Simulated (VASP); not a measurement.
# InSb: the relaxed cell at several levels of theory, part 2 of 2

Aim: relax InSb at several levels of theory and compare the cells. The starting structure is a measured crystal structure from the Crystallography Open Database. The first relaxation on each setting starts from this cell expanded by 3 % in volume.

VASP 6.6.1.

Results so far: PBEsol 34.67 Å³ an atom; LDA 33.62 Å³ an atom; PBE 36.51 Å³ an atom.

## (5) Relaxation with PBEsol + D3(BJ)

Level of this step: PBEsol with D3(BJ); plane waves and PAW (Sb, In_d) (VASP).

D3 with Becke-Johnson damping keeps a finite attraction at short range. This run starts from the cell of an earlier relaxation, which isn't shown; the restart sets up the plane waves anew.

Input file INCAR:

```
SYSTEM = InSb
PREC = Accurate
ENCUT = 450
EDIFF = 1E-06
NELM = 100
ISMEAR = 0
SIGMA = 0.05
LREAL = .FALSE.
ALGO = Normal
GGA = PS
IVDW = 12
NBANDS = 15
LORBIT = 11
LWAVE = .FALSE.
LCHARG = .FALSE.
KPAR = 8
IBRION = 2
NSW = 50
ISIF = 3
EDIFFG = -0.006
```

Input file POSCAR:

```
InSb
1.0
    0.0000000000      3.2228444766      3.2228444766
    3.2228444766      0.0000000000      3.2228444766
    3.2228444766      3.2228444766      0.0000000000
Sb In
1 1
Direct
    0.7500000000      0.7500000000      0.7500000000
    0.0000000000      0.0000000000      0.0000000000
```

Input file KPOINTS:

```
Automatic mesh
0
Gamma
10 10 10
0 0 0
```

Potentials, in the order of the species: Sb and In_d (PBE family, release 64).

The run is started by

```sh
mpirun -np 8 vasp_std
```

The program printed:

```text
[banner, memory and clock lines left out]
running    8 mpi-ranks, on    1 nodes
[...]
[... a notice as in an earlier step ...]

 [... a notice as in an earlier step ...]

 LDA part: xc-table for (Slater+PW92), standard interpolation
 POSCAR, INCAR and KPOINTS ok, starting setup
[...]
entering main loop
       N       E                     dE             d eps       ncg     rms          rms(c)
DAV:   1     0.107703576635E+03    0.10770E+03   -0.72553E+03  1410   0.107E+03
DAV:   2    -0.117574800717E+01   -0.10888E+03   -0.10545E+03  1564   0.272E+02
DAV:   3    -0.764987285248E+01   -0.64741E+01   -0.64362E+01  1823   0.725E+01
DAV:   4    -0.782838593713E+01   -0.17851E+00   -0.17846E+00  1797   0.139E+01
[...]
DAV:  10    -0.768716993065E+01    0.18825E-04   -0.44500E-05  1899   0.474E-02    0.362E-02
DAV:  11    -0.768718917151E+01   -0.19241E-04   -0.33206E-05  1543   0.484E-02    0.214E-02
DAV:  12    -0.768718984522E+01   -0.67371E-06   -0.10258E-06  1344   0.829E-03
   1 F= -.83766835E+01 E0= -.83766449E+01  d E =-.837668E+01
[...]
reached required accuracy - stopping structural energy minimisation
```

The job ended after 4.4 s (8 MPI ranks of Intel Xeon 6975P-C (Granite Rapids), shared host; peak memory 1.7 GiB; 25 s of CPU time).

From OUTCAR (step 5):

```text
 Edisp (eV)   -0.68949

  Total       0.00266     0.00266     0.00266     0.00000     0.00000    -0.00000
  in kB       0.06377     0.06377     0.06377     0.00000     0.00000    -0.00000
  external pressure =        0.06 kB  Pullay stress =        0.00 kB

 POSITION                                       TOTAL-FORCE (eV/Angst)
 -----------------------------------------------------------------------------------
      4.83427      4.83427      4.83427        -0.000000      0.000000      0.000000
      0.00000      0.00000      0.00000         0.000000     -0.000000     -0.000000
 -----------------------------------------------------------------------------------
    total drift:                                0.000000      0.000000      0.000000

  FREE ENERGIE OF THE ION-ELECTRON SYSTEM (eV)
  ---------------------------------------------------
  free  energy   TOTEN  =        -8.3766834940 eV

  energy  without entropy=       -8.3766063497  energy(sigma->0) =       -8.37664492

[... 2 parts as in an earlier step ...]

[... 2 further parts left out ...]
[key lines of the parts left out:]
E-fermi :   5.1431
```

With PBEsol + D3(BJ) the relaxed cell holds 33.475 Å³ an atom, -1.50 % against the measured cell, with a = 6.446 Å. That is -3.44 % from PBEsol. Pressures at 0.985 and 1.015 times this volume, from two more relaxations that aren't shown, give a bulk modulus of 47.5 GPa.

## (6) Relaxation with r2SCAN

r2SCAN adds the kinetic-energy density, costs more than a GGA and is run with LASPH.

Changes to INCAR since step 5:

```diff
@@ -9,4 +9,4 @@
 ALGO = Normal
-GGA = PS
-IVDW = 12
+METAGGA = R2SCAN
+LASPH = .TRUE.
 NBANDS = 15
```

Input file POSCAR:

```
InSb
1.0
    0.0000000000      3.2711723829      3.2711723829
    3.2711723829      0.0000000000      3.2711723829
    3.2711723829      3.2711723829      0.0000000000
Sb In
1 1
Direct
    0.7500000000      0.7500000000      0.7500000000
    0.0000000000      0.0000000000      0.0000000000
```

KPOINTS is that of step 5.

The run is started by

```sh
mpirun -np 8 vasp_std
```

The program printed:

```text
[banner, memory and clock lines left out]
running    8 mpi-ranks, on    1 nodes
[...]
[... a notice as in an earlier step ...]

 [... a notice as in an earlier step ...]

 LDA part: xc-table for (None), standard interpolation
 POSCAR, INCAR and KPOINTS ok, starting setup
[...]
entering main loop
       N       E                     dE             d eps       ncg     rms          rms(c)
DAV:   1     0.655582433982E+02    0.65558E+02   -0.75630E+03  1410   0.109E+03
DAV:   2    -0.450237067070E+02   -0.11058E+03   -0.10751E+03  1585   0.275E+02
DAV:   3    -0.516600065909E+02   -0.66363E+01   -0.66171E+01  1802   0.749E+01
DAV:   4    -0.518533102102E+02   -0.19330E+00   -0.19326E+00  1813   0.149E+01
[...]
DAV:  12    -0.487667361931E+02   -0.12985E-05   -0.46810E-06  1669   0.152E-02    0.105E-02
DAV:  13    -0.487667339304E+02    0.22627E-05   -0.31629E-06  1809   0.303E-02    0.487E-03
DAV:  14    -0.487667338519E+02    0.78495E-07   -0.72628E-08   852   0.244E-03
[...]
DAV:   7    -0.487670891988E+02    0.18308E-04   -0.18453E-05  1756   0.303E-02    0.107E-01
DAV:   8    -0.487670872237E+02    0.19750E-05   -0.61408E-05  1833   0.603E-02    0.476E-02
DAV:   9    -0.487670881940E+02   -0.97030E-06   -0.84618E-06  1874   0.298E-02
   2 F= -.48767088E+02 E0= -.48767043E+02  d E =-.354342E-03
 trial-energy change:   -0.000354  1 .order   -0.000391   -0.001368    0.000586
 step:   0.6754(harm=  0.7001)  dis= 0.00000  next Energy=   -48.767185 (dE=-0.451E-03)
[...]
N       E                     dE             d eps       ncg     rms          rms(c)
DAV:   1    -0.487688206697E+02   -0.17334E-02   -0.40717E-02  1823   0.365E+00    0.279E-01
DAV:   2    -0.487673902311E+02    0.14304E-02   -0.28828E-03  1739   0.113E+00    0.978E-02
DAV:   3    -0.487671782340E+02    0.21200E-03   -0.64532E-04  1788   0.494E-01    0.729E-02
DAV:   4    -0.487671792693E+02   -0.10353E-05   -0.18269E-05  1543   0.397E-02    0.668E-02
DAV:   5    -0.487671768641E+02    0.24052E-05   -0.37374E-05  1494   0.380E-02    0.288E-02
DAV:   6    -0.487671765253E+02    0.33881E-06   -0.32466E-06  1760   0.120E-02
   3 F= -.48767177E+02 E0= -.48767133E+02  d E =-.442673E-03
[...]
reached required accuracy - stopping structural energy minimisation
```

Elapsed: 32 s, on 8 MPI ranks; peak memory 1.8 GiB; 3.4 min of CPU time.

From OUTCAR (step 6):

```text
  Total       -0.0098760     -0.0098760     -0.0098760      0.0000000      0.0000000      0.0000000
  in kB       -0.2245097     -0.2245097     -0.2245097      0.0000000      0.0000000      0.0000000
  external PRESSURE =      -0.2245097 kB  Pullay stress =       0.0000000 kB

 POSITION                                       TOTAL-FORCE (eV/Angst)
 -----------------------------------------------------------------------------------
      4.91775      4.91775      4.91775         0.000000      0.000000      0.000000
      0.00000      0.00000      0.00000        -0.000000     -0.000000     -0.000000
 -----------------------------------------------------------------------------------
    total drift:                               -0.000003     -0.000003     -0.000002

  FREE ENERGIE OF THE ION-ELECTRON SYSTEM (eV)
  ---------------------------------------------------
  free  energy   TOTEN  =       -48.7671765253 eV

  energy  without entropy=      -48.7670892420  energy(sigma->0) =      -48.76713288

[... 2 parts as in an earlier step ...]

[... 2 further parts left out ...]
[key lines of the parts left out:]
E-fermi :   4.5742
```

With r2SCAN the relaxed cell holds 35.239 Å³ an atom, +3.69 % against the measured cell, with a = 6.557 Å. That is +1.65 % from PBEsol. Pressures at 0.985 and 1.015 times this volume, from two more relaxations that aren't shown, give a bulk modulus of 40.6 GPa.

## (7) Relaxation with r2SCAN + rVV10

rVV10 adds a nonlocal correlation energy for dispersion.

Changes to INCAR since step 6:

```diff
@@ -10,2 +10,6 @@
 METAGGA = R2SCAN
+LUSE_VDW = .TRUE.
+IVDW_NL = 2
+BPARAM = 11.95
+CPARAM = 0.0093
 LASPH = .TRUE.
```

POSCAR is that of step 6.

KPOINTS is that of step 6.

The run is started by

```sh
mpirun -np 8 vasp_std
```

The program printed:

```text
[banner, memory and clock lines left out]
running    8 mpi-ranks, on    1 nodes
[...]
[... a notice as in an earlier step ...]

|                                                                             |
|               ----> ADVICE to this user running VASP <----                  |
|                                                                             |
|     You have switched on vdW-DFT.                                           |
|     This routine was written and supplied by Jiri Klimes. We recommend      |
|     that you carefully read and cite the following publications:            |
|       J. Klimes, D.R. Bowler, A. Michelides                                 |
|          J. Phys.: Cond Matt. 22 022201 (2010)                              |
|       J. Klimes, D.R. Bowler, A. Michelides                                 |
|          Phys. Rev. B. 83, 195131 (2011)                                    |
|     and references therein.                                                 |
[...]
Total rVV10 correction in eV:      0.5942863    23.4983138
Total rVV10 correction in eV:      0.5942863    23.4983138
Total rVV10 correction in eV:      0.5942863    23.4983138
DAV:   9    -0.481702470618E+02   -0.68633E-07   -0.22299E-07   768   0.384E-03
Total rVV10 correction in eV:      0.5942740    23.4983138
Total rVV10 correction in eV:      0.5942740    23.4983138
Total rVV10 correction in eV:      0.5942740    23.4983138
Total rVV10 correction in eV:      0.5942740    23.4983138
Total rVV10 correction in eV:      0.5942740    23.4983138
Total rVV10 correction in eV:      0.5942740    23.4983138
Total rVV10 correction in eV:      0.5942740    23.4983138
Total rVV10 correction in eV:      0.5942740    23.4983138
Total rVV10 correction in eV:      0.5942829    23.4983138
Total rVV10 correction in eV:      0.5942829    23.4983138
Total rVV10 correction in eV:      0.5942829    23.4983138
Total rVV10 correction in eV:      0.5942829    23.4983138
Total rVV10 correction in eV:      0.5942829    23.4983138
Total rVV10 correction in eV:      0.5942829    23.4983138
Total rVV10 correction in eV:      0.5942829    23.4983138
Total rVV10 correction in eV:      0.5942829    23.4983138
   3 F= -.48170247E+02 E0= -.48170225E+02  d E =-.386033E-03
[...]
reached required accuracy - stopping structural energy minimisation
```

Wall time 1.7 min (8 MPI ranks); peak memory 2.8 GiB; 13 min of CPU time.

Parts of OUTCAR (step 7):

```text
  Total       -0.0020420     -0.0020420     -0.0020420      0.0000000      0.0000000     -0.0000000
  in kB       -0.0470144     -0.0470144     -0.0470144      0.0000000      0.0000000     -0.0000000
  external PRESSURE =      -0.0470144 kB  Pullay stress =       0.0000000 kB

 POSITION                                       TOTAL-FORCE (eV/Angst)
 -----------------------------------------------------------------------------------
      4.89698      4.89698      4.89698        -0.000000     -0.000000      0.000000
      0.00000      0.00000     -0.00000         0.000000      0.000000     -0.000000
 -----------------------------------------------------------------------------------
    total drift:                               -0.000002     -0.000002     -0.000002

  FREE ENERGIE OF THE ION-ELECTRON SYSTEM (eV)
  ---------------------------------------------------
  free  energy   TOTEN  =       -48.1702470618 eV

  energy  without entropy=      -48.1702020443  energy(sigma->0) =      -48.17022455

[... 2 parts as in an earlier step ...]

[... 2 further parts left out ...]
[key lines of the parts left out:]
E-fermi :   4.7185
```

With r2SCAN + rVV10 the relaxed cell holds 34.795 Å³ an atom, +2.39 % against the measured cell, with a = 6.529 Å. That is +0.37 % from PBEsol. Pressures at 0.985 and 1.015 times this volume, from two more relaxations that aren't shown, give a bulk modulus of 42.8 GPa.

## (8) Relaxation with optB86b-vdW

optB86b-vdW pairs nonlocal correlation with a less repulsive exchange of B86b form. This run starts from the cell of an earlier relaxation, which isn't shown; the restart sets up the plane waves anew.

Changes to INCAR since step 7:

```diff
@@ -9,7 +9,7 @@
 ALGO = Normal
-METAGGA = R2SCAN
+GGA = MK
+AGGAC = 0
 LUSE_VDW = .TRUE.
-IVDW_NL = 2
-BPARAM = 11.95
-CPARAM = 0.0093
+PARAM1 = 0.1234
+PARAM2 = 1
 LASPH = .TRUE.
```

Input file POSCAR:

```
InSb
1.0
    0.0000000000      3.2885831880      3.2885831880
    3.2885831880      0.0000000000      3.2885831880
    3.2885831880      3.2885831880      0.0000000000
Sb In
1 1
Direct
    0.7500000000      0.7500000000      0.7500000000
    0.0000000000      0.0000000000      0.0000000000
```

KPOINTS is that of step 7.

The run is started by

```sh
mpirun -np 8 vasp_std
```

The program printed:

```text
[banner, memory and clock lines left out]
running    8 mpi-ranks, on    1 nodes
[...]
[... a notice as in an earlier step ...]

 [... a notice as in an earlier step ...]

 [... a notice as in an earlier step ...]

 LDA part: xc-table for (Slater+PW92), standard interpolation
 POSCAR, INCAR and KPOINTS ok, starting setup
[...]
entering main loop
       N       E                     dE             d eps       ncg     rms          rms(c)
DAV:   1     0.113389033528E+03    0.11339E+03   -0.73188E+03  1410   0.106E+03
DAV:   2     0.494591119363E+01   -0.10844E+03   -0.10524E+03  1550   0.271E+02
DAV:   3    -0.180850391550E+01   -0.67544E+01   -0.67282E+01  1851   0.740E+01
DAV:   4    -0.199098730506E+01   -0.18248E+00   -0.18245E+00  1675   0.144E+01
[...]
DAV:  10    -0.188943923799E+01   -0.25152E-04   -0.37845E-05  1973   0.431E-02    0.338E-02
DAV:  11    -0.188946241870E+01   -0.23181E-04   -0.40017E-05  1585   0.509E-02    0.203E-02
DAV:  12    -0.188946304863E+01   -0.62993E-06   -0.10000E-06  1440   0.764E-03
   1 F= -.18894630E+01 E0= -.18894244E+01  d E =-.188946E+01
[...]
reached required accuracy - stopping structural energy minimisation
```

It took 27 s on 8 MPI ranks; peak memory 3.3 GiB; 3.4 min of CPU time.

Parts of OUTCAR (step 8):

```text
  Total       -0.0038253     -0.0038253     -0.0038253      0.0000000     -0.0000000      0.0000000
  in kB       -0.0861626     -0.0861626     -0.0861626      0.0000000     -0.0000000      0.0000000
  external PRESSURE =      -0.0861626 kB  Pullay stress =       0.0000000 kB

 POSITION                                       TOTAL-FORCE (eV/Angst)
 -----------------------------------------------------------------------------------
      4.93287      4.93287      4.93287         0.000000      0.000000      0.000000
      0.00000      0.00000      0.00000        -0.000000     -0.000000     -0.000000
 -----------------------------------------------------------------------------------
    total drift:                                0.000000      0.000000      0.000000

  FREE ENERGIE OF THE ION-ELECTRON SYSTEM (eV)
  ---------------------------------------------------
  free  energy   TOTEN  =        -1.8894630486 eV

  energy  without entropy=       -1.8893858232  energy(sigma->0) =       -1.88942444

[... 2 parts as in an earlier step ...]

[... 2 further parts left out ...]
[key lines of the parts left out:]
E-fermi :   4.5678
```

With optB86b-vdW the relaxed cell holds 35.565 Å³ an atom, +4.65 % against the measured cell, with a = 6.577 Å. That is +2.59 % from PBEsol. Pressures at 0.985 and 1.015 times this volume, from two more relaxations that aren't shown, give a bulk modulus of 39.8 GPa.

## (9) Relaxation with TPSS

TPSS is an older meta-GGA. This run starts from the cell of an earlier relaxation, which isn't shown; the restart sets up the plane waves anew.

Changes to INCAR since step 8:

```diff
@@ -9,7 +9,3 @@
 ALGO = Normal
-GGA = MK
-AGGAC = 0
-LUSE_VDW = .TRUE.
-PARAM1 = 0.1234
-PARAM2 = 1
+METAGGA = TPSS
 LASPH = .TRUE.
```

Input file POSCAR:

```
InSb
1.0
    0.0000000000      3.3008564003      3.3008564003
    3.3008564003      0.0000000000      3.3008564003
    3.3008564003      3.3008564003      0.0000000000
Sb In
1 1
Direct
    0.7500000000      0.7500000000      0.7500000000
    0.0000000000      0.0000000000      0.0000000000
```

KPOINTS is that of step 8.

The run is started by

```sh
mpirun -np 8 vasp_std
```

The program printed:

```text
[... set-up lines as in an earlier step ...]
 entering main loop
       N       E                     dE             d eps       ncg     rms          rms(c)
DAV:   1     0.916362548428E+02    0.91636E+02   -0.73416E+03  1410   0.107E+03
DAV:   2    -0.186039947073E+02   -0.11024E+03   -0.10731E+03  1557   0.275E+02
DAV:   3    -0.254445008039E+02   -0.68405E+01   -0.68177E+01  1816   0.743E+01
DAV:   4    -0.256136255037E+02   -0.16912E+00   -0.16909E+00  1688   0.142E+01
[...]
DAV:  14    -0.230213335975E+02   -0.62790E-05   -0.98922E-06  1487   0.269E-02    0.236E-03
DAV:  15    -0.230213349729E+02   -0.13754E-05   -0.16589E-06  1729   0.737E-03    0.138E-03
DAV:  16    -0.230213350072E+02   -0.34254E-07   -0.67575E-07  1338   0.505E-03
   1 F= -.23021335E+02 E0= -.23021296E+02  d E =-.230213E+02
[...]
reached required accuracy - stopping structural energy minimisation
```

It took 15 s on 8 MPI ranks; peak memory 1.7 GiB.

Parts of OUTCAR (step 9):

```text
  Total       -0.0044586     -0.0044586     -0.0044586      0.0000000      0.0000000     -0.0000000
  in kB       -0.0993121     -0.0993121     -0.0993121      0.0000000      0.0000000     -0.0000000
  external PRESSURE =      -0.0993121 kB  Pullay stress =       0.0000000 kB

 POSITION                                       TOTAL-FORCE (eV/Angst)
 -----------------------------------------------------------------------------------
      4.95128      4.95128      4.95128        -0.000000      0.000000     -0.000000
      0.00000      0.00000      0.00000         0.000000     -0.000000      0.000000
 -----------------------------------------------------------------------------------
    total drift:                               -0.000000     -0.000000     -0.000000

  FREE ENERGIE OF THE ION-ELECTRON SYSTEM (eV)
  ---------------------------------------------------
  free  energy   TOTEN  =       -23.0213350072 eV

  energy  without entropy=      -23.0212577562  energy(sigma->0) =      -23.02129638

[... 2 parts as in an earlier step ...]

[... 2 further parts left out ...]
[key lines of the parts left out:]
E-fermi :   4.5185
```

With TPSS the relaxed cell holds 35.965 Å³ an atom, +5.83 % against the measured cell, with a = 6.602 Å. That is +3.74 % from PBEsol. Pressures at 0.985 and 1.015 times this volume, from two more relaxations that aren't shown, give a bulk modulus of 38.4 GPa.

## (10) All runs side by side

```csv
level,volume (Å³/atom),against the measured cell (%),a (Å),bulk modulus (GPa),pressure left (GPa),core minutes
PBEsol,34.667,2.01,6.5213,42.9,0.01,1.12
LDA,33.623,-1.06,6.4552,46.7,0.0,1.44
PBE,36.514,7.45,6.6352,36.6,0.0,1.92
PBEsol + D3(BJ),33.475,-1.5,6.4457,47.5,0.01,1.84
r2SCAN,35.239,3.69,6.557,40.6,-0.02,4.27
r2SCAN + rVV10,34.795,2.39,6.5293,42.8,0.0,13.9
optB86b-vdW,35.565,4.65,6.5772,39.8,-0.01,13.1
TPSS,35.965,5.83,6.6017,38.4,-0.01,6.67
```

Core minutes are wall time times ranks, summed over the relaxations behind a row (those for a bulk modulus apart), on shared hosts.

## (11) Summary of results

```
volume, PBEsol          : 34.67 Å³/atom
volume, LDA             : 33.62 Å³/atom
volume, PBE             : 36.51 Å³/atom
volume, PBEsol + D3(BJ) : 33.47 Å³/atom
volume, r2SCAN          : 35.24 Å³/atom
volume, r2SCAN + rVV10  : 34.79 Å³/atom
volume, optB86b-vdW     : 35.57 Å³/atom
volume, TPSS            : 35.96 Å³/atom
```

In words: Across 8 levels the volume of InSb spans 9.1 %, from 33.47 Å³ an atom (PBEsol + D3(BJ)) to 36.51 Å³ (PBE). Against the measured volume of the starting structure, LDA comes nearest (-1.1 %) and PBE lies farthest (+7.4 %). The measured cell holds zero-point expansion and, unless it was taken cold, thermal expansion, which the runs lack, so small differences decide nothing. Adding D3(BJ) to PBEsol changes the volume by -3.4 %. Adding rVV10 to r2SCAN changes the volume by -1.3 %. The bulk modulus goes from 36.6 GPa (PBE) to 47.5 GPa (PBEsol + D3(BJ)). LASPH is on in some of these runs and off in others, which adds a little to the differences. All runs keep the symmetry of the start, so they can't find a distortion of lower symmetry. Further runs on this material are not shown.

[Lines on the potential files, build, host, timing and source positions are cut from VASP's logs without a mark.]

[Logs are printed without paths, hosts, clocks, repeated set-up lines and the standing remarks that a program may print on its own settings, such as how far it seeks lower states.]

[Hosts, paths, dates, database ids (printed as entryN), source tags and the programs' standing remarks are cut or masked in the printed files.]
